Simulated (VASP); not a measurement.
Input:

```
LiBr
1.0
    0.00000     2.73664     2.73664
    2.73664     0.00000     2.73664
    2.73664     2.73664     0.00000
Li Br
1 1
Direct
  0.00000   0.00000   0.00000
  0.50000   0.50000   0.50000
```

Level of theory: optB88-vdW, VASP's PBE PAW potentials (set 64) (plane waves; VASP 6.6.1). Run with 520 eV cut-off, 8×8×8 Γ-centred mesh, Gaussian smearing of 0.050 eV, potentials Li_sv Br.

Q: What does the run give for the energy per atom (σ→0), band gap (on the k-mesh) with the smallest direct gap where there is one?

A: 
* **band gap (on the k-mesh)**: 5.08 eV
* **smallest direct gap (on the k-mesh)**: 5.08 eV
* **energy per atom (σ→0)**: -2.104 eV/atom

Total energies compare only between runs with the same potentials, cut-off and functional.

The compound is LiBr in the rock salt structure. It was relaxed first.
